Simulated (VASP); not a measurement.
# HfMg6Ti (Amm2) in VASP: reference runs

How does HfMg6Ti come out in PBE? The cell is run as given and disturbed.

Everything below comes from runs of VASP 6.6.1. Logs are shortened: lines on timing, memory, paths and dates and some standing lists are left out, and cuts for length are marked.

### Step 1. The crystal as given

It takes space group Amm2 (No. 38, orthorhombic). Conventional cell: a = 4.972 Å, b = 6.266 Å, c = 11.203 Å, α = 90.00°, β = 90.00°, γ = 90.00°. Hf (site symmetry mm2) has 2 Ti at 2.93 Å and 10 Mg at 3.09 to 3.33 Å as nearest neighbours. Ti (site symmetry mm2) has 2 Hf at 2.93 Å and 10 Mg at 3.07 to 3.35 Å as nearest neighbours. Mg (site symmetry mm2) has 10 Mg at 3.10 to 3.27 Å and 2 Hf at 3.14 Å as nearest neighbours. Mg (site symmetry m) has 8 Mg at 3.02 to 3.27 Å and 2 Hf at 3.09 to 3.33 Å and 2 Ti at 3.13 Å as nearest neighbours. Mg (site symmetry mm2) is surrounded by 10 Mg at 3.10 to 3.24 Å and 2 Ti at 3.14 Å. Mg (site symmetry m) is surrounded by 8 Mg at 3.05 to 3.24 Å and 2 Ti at 3.07 to 3.35 Å and 2 Hf at 3.12 Å.

The cell comes from a database or a generator and needn't be the stable form of this composition.

### Step 2. Single point, PBE

INCAR

```
ALGO = Normal
EDIFF = 1E-7
ENCUT = 520
GGA = PE
ISIF = 2
ISMEAR = -1
LASPH = True
LCHARG = True
LELF = True
LREAL = False
LVHAR = True
LWAVE = False
NBANDS = 27
NELM = 100
PREC = Accurate
SIGMA = 0.05
```

KPOINTS

```
k-points
0
Gamma
  6 5 5
```

POSCAR

```
HfMg6Ti
1.0
    4.9715530000      0.0000000000      0.0000000000
    0.0000000000      3.1328105000      5.6013380000
    0.0000000000     -3.1328105000      5.6013380000
Hf Ti Mg
1 1 6
Direct
    0.5000000000      0.6799950000      0.6799950000
    0.0000000000      0.8185440000      0.8185440000
    0.5000000000      0.1668780000      0.1668780000
    0.5000000000      0.1620530000      0.6793590000
    0.5000000000      0.6793590000      0.1620530000
    0.0000000000      0.3320710000      0.3320710000
    0.0000000000      0.3371890000      0.8239090000
    0.0000000000      0.8239090000      0.3371890000
```

Potentials or basis: VASP PAW PBE potentials, release 64 (Hf_pv, Ti_sv, Mg).

On the command line:

```
> cat potpaw_PBE.64/Hf_pv/POTCAR potpaw_PBE.64/Ti_sv/POTCAR potpaw_PBE.64/Mg/POTCAR > POTCAR
> mpirun -np 1 vasp_std > vasp.out
```

OUTCAR:

```text
EDIFF = 1E-7
   ENCUT = 520
   GGA = PE
   ISIF = 2
   ISMEAR = -1
   LASPH = True
   LREAL = False
   NELM = 100
   PREC = Accurate

 ion  position               nearest neighbor table
   1  0.500  0.680  0.680-   2 2.93   2 2.93   5 3.09   4 3.09   8 3.12   7 3.12   7 3.12   8 3.12
                             3 3.14   3 3.14   4 3.33   5 3.33
   2  0.000  0.819  0.819-   1 2.93   1 2.93   8 3.07   7 3.07   5 3.13   4 3.13   4 3.13   5 3.13
                             6 3.14   6 3.14
   3  0.500  0.167  0.167-   6 3.10   6 3.10   8 3.11   7 3.11   7 3.11   8 3.11   1 3.14   1 3.14
                             4 3.15   5 3.15   5 3.27   4 3.27
   4  0.500  0.162  0.679-   5 3.02   7 3.07   7 3.07   1 3.09   2 3.13   2 3.13   6 3.13   6 3.13
                             3 3.15   5 3.24   3 3.27   1 3.33
   5  0.500  0.679  0.162-   4 3.02   8 3.07   8 3.07   1 3.09   2 3.13   2 3.13   6 3.13   6 3.13
                             3 3.15   4 3.24   3 3.27   1 3.33
   6  0.000  0.332  0.332-   3 3.10   3 3.10   5 3.13   4 3.13   4 3.13   5 3.13   2 3.14   2 3.14
                             8 3.17   7 3.17   8 3.24   7 3.24
   7  0.000  0.337  0.824-   8 3.05   4 3.07   4 3.07   2 3.07   3 3.11   3 3.11   1 3.12   1 3.12
                             6 3.17   8 3.22   6 3.24
   8  0.000  0.824  0.337-   7 3.05   5 3.07   5 3.07   2 3.07   3 3.11   3 3.11   1 3.12   1 3.12
                             6 3.17   7 3.22   6 3.24

  LATTYP: Found a base centered orthorhombic cell.
 ALAT       =     6.2656210000
 B/A-ratio  =     1.7879594058
 C/A-ratio  =     0.7934653245

  Lattice vectors:

 A1 = (   0.0000000000,   3.1328105000,  -5.6013380000)
 A2 = (   0.0000000000,   3.1328105000,   5.6013380000)
 A3 = (   4.9715530000,   0.0000000000,   0.0000000000)

Analysis of symmetry for initial positions (statically):
=====================================================================
 Subroutine PRICEL returns:
 Original cell was already a primitive cell.

 Routine SETGRP: Setting up the symmetry group for a
 base centered orthorhombic supercell.

 Subroutine GETGRP returns: Found  4 space group operations
 (whereof  4 operations were pure point group operations)
 out of a pool of  8 trial point group operations.

The static configuration has the point symmetry C_2v.

Analysis of symmetry for dynamics (positions and initial velocities):
=====================================================================
 Subroutine PRICEL returns:
 Original cell was already a primitive cell.

 Routine SETGRP: Setting up the symmetry group for a
 base centered orthorhombic supercell.

 Subroutine GETGRP returns: Found  4 space group operations
 (whereof  4 operations were pure point group operations)
 out of a pool of  8 trial point group operations.

The dynamic configuration has the point symmetry C_2v.

 Subroutine INISYM returns: Found  4 space group operations
 (whereof  4 operations are pure point group operations),
 and found     1 'primitive' translations

----------------------------------------------------------------------------------------

                                     Primitive cell

  volume of cell :     174.4809

  direct lattice vectors                    reciprocal lattice vectors
     4.971553000  0.000000000  0.000000000     0.201144391  0.000000000  0.000000000
     0.000000000  3.132810500  5.601338000     0.000000000  0.159601099  0.089264386
     0.000000000 -3.132810500  5.601338000     0.000000000 -0.159601099  0.089264386

  length of vectors
     4.971553000  6.417903787  6.417903787     0.201144391  0.182867826  0.182867826

  position of ions in fractional coordinates (direct lattice)
     0.500000000  0.679995000  0.679995000
     0.000000000  0.818544000  0.818544000
     0.500000000  0.166878000  0.166878000
     0.500000000  0.162053000  0.679359000
     0.500000000  0.679359000  0.162053000
     0.000000000  0.332071000  0.332071000
     0.000000000  0.337189000  0.823909000
     0.000000000  0.823909000  0.337189000

  ion indices of the primitive-cell ions
   primitive index   ion index
                 1           1
                 2           2
                 3           3
                 4           4
                 5           5
                 6           6
                 7           7
                 8           8

----------------------------------------------------------------------------------------

 KPOINTS: k-points

Automatic generation of k-mesh.
 Grid dimensions read from file:
 generate k-points for:    6    5    5

 Generating k-lattice:

  Cartesian coordinates                     Fractional coordinates (reciprocal lattice)
     0.033524065  0.000000000  0.000000000     0.166666667  0.000000000  0.000000000
     0.000000000  0.031920220  0.017852877     0.000000000  0.200000000  0.000000000
     0.000000000 -0.031920220  0.017852877     0.000000000  0.000000000  0.200000000

  Length of vectors
     0.033524065  0.036573565  0.036573565

  Shift w.r.t. Gamma in fractional coordinates (k-lattice)
     0.000000000  0.000000000  0.000000000

 Subroutine IBZKPT returns following result:
 ===========================================

 Found     36 irreducible k-points:

 Following reciprocal coordinates:
            Coordinates               Weight
  0.000000  0.000000  0.000000      1.000000
  0.166667  0.000000  0.000000      2.000000
  0.333333  0.000000  0.000000      2.000000
  0.500000  0.000000  0.000000      1.000000
  0.000000  0.200000 -0.000000      4.000000
  0.166667  0.200000 -0.000000      8.000000
[... 16 lines left out ...]
  0.333333 -0.400000  0.200000      8.000000
  0.500000 -0.400000  0.200000      4.000000
 [... further k-points ...]
   k-points           NKPTS =     36   k-points in BZ     NKDIM =     36   number of bands    NBANDS=     27
   number of dos      NEDOS =    301   number of ions     NIONS =      8
   total plane-waves  NPLWV =  92160
   dimension x,y,z NGX =    40 NGY =   48 NGZ =   48
   dimension x,y,z NGXF=    80 NGYF=   96 NGZF=   96
   ions per type =               1   1   6
   NGX,Y,Z   is equivalent  to a cutoff of  13.38, 12.43, 12.43 a.u.
   NGXF,Y,Z  is equivalent  to a cutoff of  26.75, 24.87, 24.87 a.u.
 SYSTEM =  unknown system
   PREC   = accura    normal or accurate (medium, high low for compatibility)
   ISTART =      0    job   : 0-new  1-cont  2-samecut
   ICHARG =      2    charge: 1-file 2-atom 10-const
   ISPIN  =      1    spin polarized calculation?
   LNONCOLLINEAR =      F non collinear calculations
   LSORBIT =      F    spin-orbit coupling
   LASPH  =      T    aspherical Exc in radial PAW
   ENCUT  =  520.0 eV  38.22 Ry    6.18 a.u.   9.24 11.93 11.93*2*pi/ulx,y,z
   NELM   =    100;   NELMIN=  2; NELMDL= -5     # of ELM steps
   EDIFF  = 0.1E-06   stopping-criterion for ELM
   LREAL  =      F    real-space projection
[... 7 lines left out ...]
   TEBEG  =    0.0;   TEEND  =   0.0 temperature during run
   PSTRESS=    0.0 pullay stress
   NELECT =      34.0000    total number of electrons
   NUPDOWN=      -1.0000    fix difference up-down
   EMIN   =  10.00;   EMAX   =-10.00  energy-range for DOS
   EFERMI =   0.00;   METHOD = LEGACY
   ISMEAR =    -1;   SIGMA  =   0.05  broadening in eV -4-tet -1-fermi 0-gaus
   EFERMI_NEDOS =   21; number of points for ismear=-14 and -15
   IALGO  =     38    algorithm
   IMIX   =      4    mixing-type and parameters
     AMIX     =   0.40;   BMIX     =  1.00
     AMIX_MAG =   1.60;   BMIX_MAG =  1.00
  volume/ion in A,a.u.               =      21.81       147.18
  Fermi-wavevector in a.u.,A,eV,Ry     =   0.949114  1.793566 12.256370  0.900818
  Thomas-Fermi vector in A             =   2.077367
   LORBIT       =      0    0 simple, 1 ext, 2 COOP (PROOUT), +10 PAW based schemes
   GGA     = PE    functional components
   LHFCALC =     F    Hartree Fock is set to
   AEXX    =    0.0000 exact exchange contribution
   IVDW    =     0    specifies the selected vdW correction
   LEPSILON=     F    determine dielectric tensor
   LRPA    =     F    only Hartree local field effects (RPA)
 non-spin polarized calculation
  energy-cutoff  :      520.00
  volume of cell :      174.48
 maximum number of plane-waves:      4726
 NGX is ok and might be reduce to    40
   NGX = 19   NGY = 23   NGZ = 23

 number of electron      33.9999995 magnetization

 Free energy of the ion-electron system (eV)
  ---------------------------------------------------
  ext. energy  EPLUGINS =         0.00000000
  ---------------------------------------------------
  free energy    TOTEN  =       -25.70445447 eV

  energy without entropy =      -25.64633808  energy(sigma->0) =      -25.67539627

 E-fermi :   3.3213     XC(G=0):  -9.2251

 val. band max:        3.2689269675   @ k =   0.5000   0.2000  -0.0000
 cond. band min:       3.3225347634   @ k =   0.3333   0.0000   0.0000
 fundamental gap:      0.0536077959
 Fermi energy:         3.3212713288

 k-point     1 :       0.0000    0.0000    0.0000
  band No.  band energies     occupation
      1     -53.6773      2.00000
      2     -29.9676      2.00000
      3     -29.9416      2.00000
      4     -29.8827      2.00000
      5     -27.4429      2.00000
      6     -27.4359      2.00000
[... 19 lines left out ...]
     26       6.2876      0.00000
     27       6.5762      0.00000

 k-point     2 :       0.1667    0.0000    0.0000
  band No.  band energies     occupation
      1     -53.6773      2.00000
      2     -29.9688      2.00000
      3     -29.9416      2.00000
      4     -29.8815      2.00000
      5     -27.4414      2.00000
      6     -27.4359      2.00000
[... 19 lines left out ...]
     26       6.0206      0.00000
     27       6.4316      0.00000

 k-point     3 :       0.3333    0.0000    0.0000
  band No.  band energies     occupation
      1     -53.6773      2.00000
      2     -29.9710      2.00000
      3     -29.9414      2.00000
      4     -29.8792      2.00000
      5     -27.4380      2.00000
      6     -27.4360      2.00000
[... 19 lines left out ...]
     26       5.6972      0.00000
     27       6.2536      0.00000

 k-point     4 :       0.5000    0.0000    0.0000
  band No.  band energies     occupation
      1     -53.6773      2.00000
      2     -29.9721      2.00000
      3     -29.9413      2.00000
      4     -29.8781      2.00000
      5     -27.4361      2.00000
      6     -27.4360      2.00000
[... 19 lines left out ...]
     26       5.5478      0.00000
     27       6.0508      0.00000

 k-point     5 :       0.0000    0.2000   -0.0000
  band No.  band energies     occupation
      1     -53.6773      2.00000
      2     -29.9676      2.00000
      3     -29.9417      2.00000
      4     -29.8827      2.00000
      5     -27.4429      2.00000
      6     -27.4360      2.00000
[... 19 lines left out ...]
     26       6.3310      0.00000
     27       6.3608      0.00000

 k-point     6 :       0.1667    0.2000   -0.0000
  band No.  band energies     occupation
      1     -53.6773      2.00000
      2     -29.9688      2.00000
      3     -29.9416      2.00000
      4     -29.8815      2.00000
      5     -27.4414      2.00000
      6     -27.4360      2.00000
[... 444 lines left out ...]
      1     -53.6773      2.00000
      2     -29.9676      2.00000
      3     -29.9417      2.00000
      4     -29.8827      2.00000
      5     -27.4430      2.00000
      6     -27.4361      2.00000
[... 19 lines left out ...]
     26       5.7890      0.00000
     27       6.3484      0.00000

 k-point    22 :       0.1667   -0.4000    0.2000
  band No.  band energies     occupation
      1     -53.6773      2.00000
      2     -29.9688      2.00000
      3     -29.9417      2.00000
      4     -29.8815      2.00000
      5     -27.4415      2.00000
      6     -27.4362      2.00000
[... 19 lines left out ...]
     26       6.3524      0.00000
     27       6.5654      0.00000

 k-point    23 :       0.3333   -0.4000    0.2000
  band No.  band energies     occupation
      1     -53.6773      2.00000
      2     -29.9711      2.00000
      3     -29.9415      2.00000
      4     -29.8792      2.00000
      5     -27.4382      2.00000
      6     -27.4363      2.00000
[... 19 lines left out ...]
     26       6.5794      0.00000
     27       6.8806      0.00000

 k-point    24 :       0.5000   -0.4000    0.2000
  band No.  band energies     occupation
      1     -53.6773      2.00000
      2     -29.9721      2.00000
      3     -29.9414      2.00000
      4     -29.8781      2.00000
      5     -27.4364      2.00000
      6     -27.4363      2.00000
[... 19 lines left out ...]
     26       6.6965      0.00000
     27       6.9010      0.00000

 [... further k-points ...]
[... 5 lines left out ...]
  --------------------------------------------------------------------------------------
  -------------------------------------------------------------------------------------
  Total       -0.2590299     -0.1143716     -0.9682503      0.0000000      0.0000000      0.0000000
  in kB       -2.3785509     -1.0502210     -8.8909928      0.0000000      0.0000000      0.0000000
  external PRESSURE =      -4.1065882 kB  Pullay stress =       0.0000000 kB

 VOLUME and BASIS-vectors are now :
 -----------------------------------------------------------------------------
  energy-cutoff  :      520.00
  volume of cell :      174.48
      direct lattice vectors                 reciprocal lattice vectors
     4.971553000  0.000000000  0.000000000     0.201144391  0.000000000  0.000000000
     0.000000000  3.132810500  5.601338000     0.000000000  0.159601099  0.089264386
     0.000000000 -3.132810500  5.601338000     0.000000000 -0.159601099  0.089264386

 POSITION                                       TOTAL-FORCE (eV/Angst)
 -----------------------------------------------------------------------------------
      2.48578      0.00000      7.61776         0.000000     -0.000000      0.352756
      0.00000      0.00000      9.16988         0.000000     -0.000000     -0.277023
      2.48578      0.00000      1.86948         0.000000     -0.000000      0.054067
      2.48578     -1.62062      4.71303         0.000000     -0.020018     -0.012576
      2.48578      1.62062      4.71303         0.000000      0.020018     -0.012576
      0.00000      0.00000      3.72008         0.000000     -0.000000     -0.056296
      0.00000     -1.52480      6.50370         0.000000     -0.009945     -0.024175
      0.00000      1.52480      6.50370         0.000000      0.009945     -0.024175
 -----------------------------------------------------------------------------------
    total drift:                               -0.000000      0.000000      0.000337

  FREE ENERGIE OF THE ION-ELECTRON SYSTEM (eV)
  ---------------------------------------------------
  free  energy   TOTEN  =       -25.7044544709 eV

  energy  without entropy=      -25.6463380751  energy(sigma->0) =      -25.67539627
```

Run time: 4.1 min. Hardware: 1 thread of Intel Xeon Platinum 8259CL at 2.50GHz (Skylake/Cascade Lake), shared host; peak memory 0.41 GiB.

What came out:

```
Free energy            : -25.7045 eV
Pressure               : -0.4 GPa
Largest force          : 0.353 eV/Å
Band gap on the k mesh : none (metal or under the smearing width)
```

Forces in eV/Å, atoms in the order of the input:
```
Hf   0.000  0.000  0.353
Ti   0.000  0.000 -0.277
Mg   0.000  0.000  0.054
Mg   0.000 -0.020 -0.013
Mg   0.000  0.020 -0.013
Mg   0.000  0.000 -0.056
Mg   0.000 -0.010 -0.024
Mg   0.000  0.010 -0.024
```

Spin-orbit coupling is left out, which matters for the levels of Hf.

### Step 3. Single point, PBE (atoms moved at random, drawn with an rms of 0.05 Å)

INCAR

```
SYSTEM = HfMg6Ti
PREC = Accurate ; ENCUT = 520
EDIFF = 1E-7 ; ISMEAR = -1
SIGMA = 0.05 ; LREAL = .FALSE.
LASPH = .TRUE. ; NELM = 80
ALGO = Normal ; ISIF = 2
LWAVE = .FALSE. ; LCHARG = .FALSE.
GGA = PE ; NBANDS = 27
```

KPOINTS

```
regular mesh
0
G
  6 5 5
  0 0 0
```

POSCAR

```
HfMg6Ti
1.0
    4.9715530000      0.0000000000      0.0000000000
    0.0000000000      3.1328105000      5.6013380000
    0.0000000000     -3.1328105000      5.6013380000
Hf Ti Mg
1 1 6
Direct
    0.4916280000      0.6743870000      0.6900130000
    0.0073960000      0.8174470000      0.8160880000
    0.5036370000      0.1664980000      0.1662100000
    0.4922660000      0.1617330000      0.6802000000
    0.5025810000      0.6760870000      0.1539790000
   -0.0007760000      0.3342380000      0.3211540000
    0.0006180000      0.3411000000      0.8176960000
   -0.0000300000      0.8222430000      0.3305300000
```

Potentials or basis: VASP PAW PBE potentials, release 64 (Hf_pv, Ti_sv, Mg).

On the command line:

```
> cat potpaw_PBE.64/Hf_pv/POTCAR potpaw_PBE.64/Ti_sv/POTCAR potpaw_PBE.64/Mg/POTCAR > POTCAR
> mpirun -np 1 vasp_std > vasp.out
```

It took 8.2 min on 1 thread of Intel Xeon Platinum 8259CL at 2.50GHz (Skylake/Cascade Lake), shared host; peak memory 0.54 GiB.

The run converged. Its results:

```yaml
Free_energy: -25.6784 eV
Pressure: -0.2 GPa
Largest_force: 0.544 eV/Å
Band_gap_on_the_k_mesh: none (metal or under the smearing width)
```

Forces on the atoms (eV/Å):
```
Hf   0.326  0.412  0.139
Ti  -0.288  0.096 -0.340
Mg  -0.079 -0.172 -0.020
Mg   0.166  0.023 -0.047
Mg  -0.016 -0.120  0.300
Mg   0.035 -0.093  0.000
Mg  -0.132 -0.099 -0.097
Mg  -0.012 -0.047  0.064
```

Stress tensor (GPa, compression positive):
```
-0.16  0.00  0.09
 0.00 -0.08  0.11
 0.09  0.11 -0.50
```

Levels at points of the mesh, in eV from the Fermi level:
```csv
k point,band 13,band 14,band 15,band 16,band 17,band 18,band 19,band 20,band 21,band 22
"(0.00, 0.00, 0.00)",-1.77,-1.61,-0.89,-0.81,-0.38,0.13,0.70,0.89,1.07,1.36
"(0.50, 0.00, 0.00)",-1.50,-0.93,-0.90,-0.75,-0.62,-0.54,-0.52,-0.10,-0.07,1.26
```

Spin-orbit coupling is left out, which matters for the levels of Hf.
